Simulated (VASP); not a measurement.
Here is the system:

```yaml
crystal:
  lattice:
    - [3.43927, 0.00000, 0.00000]
    - [0.00000, 3.43927, 0.00000]
    - [0.00000, 0.00000, 3.43927]
  atoms:
    - { symbol: Sm, position: [0.50000, 0.50000, 0.50000] }
    - { symbol: Rh, position: [0.00000, 0.00000, 0.00000] }
```

All values below come from PBEsol GGA, VASP's PBE PAW potentials (set 64) (plane waves; VASP). Numerical set-up: 400 eV cut-off, 12×12×12 Γ-centred mesh, tetrahedra with Blöchl corrections, potentials Sm_3 Rh_pv.

The 4f electrons are frozen in the core of the lanthanide potential, so 4f levels, which can set the real gap, and their magnetism are missing.

Problem. Predict the energy per atom (σ→0), band gap (on the k-mesh) with the smallest direct gap where there is one.

Solution. 
The band gap (on the k-mesh) is none (metal, semimetal or under 0.01 eV). The energy per atom (σ→0) is -7.275 eV/atom.

The absolute energy has meaning only against runs of the same code, potentials and settings.

The structure comes from a measured SmRh entry (Pm-3m) of the Crystallography Open Database, whose conditions weren't checked. It was relaxed first.
